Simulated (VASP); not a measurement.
CrO2 (rutile) relaxed at rising pressure, in one space group throughout; other phases were not tried. The pressures are those reached. Computed with PBE GGA, VASP's PBE PAW potentials (set 64) (plane waves; VASP).

| P (GPa) | V (Å³/atom) | k-mesh |
|---|---|---|
| -0.02 | 9.629 | 7×7×10 |
| 5.07 | 9.429 | 7×7×11 |
| 10.06 | 9.253 | 7×7×11 |
| 20.04 | 8.950 | 7×7×11 |
| 30.11 | 8.692 | 7×7×11 |

A change of mesh leaves a small step in the series.

Question: Fit an equation of state and predict the volume at 45.13 GPa.

Answer: Least squares on the third-order Birch-Murnaghan form, P = (3B0/2)(y⁷ − y⁵)[1 + (3/4)(B′ − 4)(y² − 1)] with y = (V0/V)^(1/3), gives V0 = 9.628 Å³/atom, B0 = 230 GPa and B′ = 4.8, and so 8.370 Å³/atom. The run gave 8.369 Å³/atom, -0.0 % from the fit.

Pressures at which the relaxation failed are left out.

The compound is CrO2 in the rutile structure. The spin order is the one that the start imposed; others were not tried in this run.
